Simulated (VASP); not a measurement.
Given:

```
CELL_PARAMETERS angstrom
      0.00000     2.49116     2.49116
      2.49116     0.00000     2.49116
      2.49116     2.49116     0.00000
ATOMIC_POSITIONS crystal
  S  0.00000 0.00000 0.00000
  Re 0.50000 0.50000 0.50000
```
Cell charge +0.5.

The numbers are results of PBE GGA, VASP's PBE PAW potentials (set 64) (plane waves; VASP), not measurements. Run with NELECT = 12.5, 400 eV cut-off, 8×8×8 Γ-centred mesh, Gaussian smearing of 0.050 eV, potentials S Re.

The cell is charged, with a uniform compensating background. Unless said otherwise, spin-orbit coupling is left out, though it shifts the bands of the heavy elements here.

Predict the energy per atom (σ→0), pressure, band gap (on the k-mesh) with the smallest direct gap where there is one.

The band gap (on the k-mesh) is none (metal, semimetal or under 0.01 eV). The energy per atom (σ→0) comes out as -9.368 eV/atom. The pressure is -40.67 GPa.

The structure was generated: ReS was put into the rocksalt type (Fm-3m), which need not be its known phase. The cell was not relaxed at this level. The run is one of a series of settings (NELECT = 12.5 against the base run), some of them coarse on purpose.
